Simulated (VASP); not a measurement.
CuB2:

```xyz
3
Lattice="2.9594 0.0000 0.0000 -1.4797 2.5629 0.0000 0.0000 0.0000 3.2043" Properties=species:S:1:pos:R:3 pbc="T T T"
Cu    0.0000    0.0000    0.0000
B     0.0000    1.7086    1.6022
B     1.4797    0.8543    1.6022
```

The cell comes from a database or a generator and needn't be the stable form of this composition.

- Program: VASP 6.6.1
- Task: relaxation of cell and atoms
- Functional: PBEsol
- Potentials or basis: VASP PAW PBE potentials, release 64 (Cu, B)
- Cutoff: 600 eV
- k mesh: 12 × 12 × 10
- Occupations: gaussian, width 0.05 eV
- Spin: no spin polarisation

At the start: pressure 7.6 GPa; volume 8.10 Å³/atom.

Question: Where does the relaxation end?

Answer: Over 6 steps the energy falls by 8.1 meV/atom and the volume is 8.43 Å³/atom (+4.0 %); space group P6/mmm (No. 191, to 0.05 Å).

The path:
```tsv
step	energy change (eV)	largest force (eV/Å)	pressure (GPa)	volume (Å³)
1	0.0000	0.0000	7.60	24.30
2	-0.0157	0.0000	-3.85	25.68
3	-0.0210	0.0000	-0.26	25.20
4	-0.0238	0.0000	-0.04	25.24
5	-0.0244	0.0000	0.18	25.27
6	-0.0244	0.0000	0.09	25.28
```

Final structure:
```cif
data_structure
_symmetry_space_group_name_H-M 'P 1'
_symmetry_Int_Tables_number 1
_cell_length_a 2.9777
_cell_length_b 2.9777
_cell_length_c 3.2917
_cell_angle_alpha 90.000
_cell_angle_beta 90.000
_cell_angle_gamma 120.000
_cell_volume 25.28
loop_
_atom_site_label
_atom_site_type_symbol
_atom_site_fract_x
_atom_site_fract_y
_atom_site_fract_z
_atom_site_occupancy
Cu1 Cu 0.00000 0.00000 0.00000 1
B1 B 0.33333 0.66667 0.50000 1
B2 B 0.66667 0.33333 0.50000 1
```

Caveat: the PAW data sets were made with another functional, which shifts forces and pressure a little.
